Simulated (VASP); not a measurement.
The system is Ti2BN.

```
Ti B N
1.0
     4.80917    0.00000    0.00000
     0.00000    4.80917    0.00000
     0.00000    0.00000    4.33271
Ti B N
4 2 2
Direct
  0.27560 0.72440 0.00000
  0.72440 0.27560 0.00000
  0.77560 0.77560 0.50000
  0.22440 0.22440 0.50000
  0.00000 0.00000 0.50000
  0.50000 0.50000 0.00000
  0.00000 0.00000 0.00000
  0.50000 0.50000 0.50000
```

The cell was built by a generator and needn't be a form met in nature.

| Item | Value |
| --- | --- |
| Program | VASP 6.6.1 |
| Task | relaxation of cell and atoms |
| Functional | PBE |
| Potentials or basis | VASP PAW PBE potentials, release 64 (Ti_sv, B, N) |
| Cutoff | 520 eV |
| k mesh | 3 × 3 × 3 |
| Occupations | gaussian, width 0.15 eV |
| Spin | no spin polarisation |

At the start: pressure 46.1 GPa; volume 12.53 Å³/atom.

**Question.** Where does the relaxation end?

**Answer.** Over 18 steps the energy falls by 2556.0 meV/atom and the volume is 12.49 Å³/atom (-0.3 %); space group P4_2/mnm (No. 136, to 0.05 Å).

The path:
```tsv
step	energy change (eV)	largest force (eV/Å)	pressure (GPa)	volume (Å³)
1	0.0000	13.6447	46.08	100.21
2	-8.1056	12.3863	2.71	157.69
3	-13.8257	4.9604	6.47	128.99
4	-13.9856	4.5162	6.59	127.75
5	-15.1150	1.4493	-24.59	147.64
6	-16.0259	0.1297	-15.03	139.32
7	-18.7849	0.2732	-13.45	120.04
8	46.0723	1.7539	384.04	63.05
9	287.3596	5.3385	-110.51	117.79
10	-16.5370	1.5515	21.50	90.27
11	-19.6556	1.0068	9.17	96.88
12	-20.2272	0.7590	3.54	99.78
13	-20.3727	0.6580	-0.54	101.67
14	-20.3760	0.6181	-0.86	102.42
15	-20.4329	0.2130	-1.21	101.39
16	-20.4447	0.0581	-1.13	100.69
17	-20.4446	0.0474	1.35	99.08
18	-20.4479	0.0111	0.13	99.89
```

Final structure:
```
Ti B N
1.0
     5.82506    0.00000    0.00000
     0.00000    5.82506    0.00000
     0.00000    0.00000    2.94391
Ti B N
4 2 2
Direct
  0.23578 0.76422 0.00000
  0.76422 0.23578 0.00000
  0.73578 0.73578 0.50000
  0.26422 0.26422 0.50000
  0.00000 0.00000 0.50000
  0.50000 0.50000 0.00000
  0.00000 0.00000 0.00000
  0.50000 0.50000 0.50000
```

Caveat: the k mesh is coarse (spacing up to 0.48 Å⁻¹), so the values aren't converged.
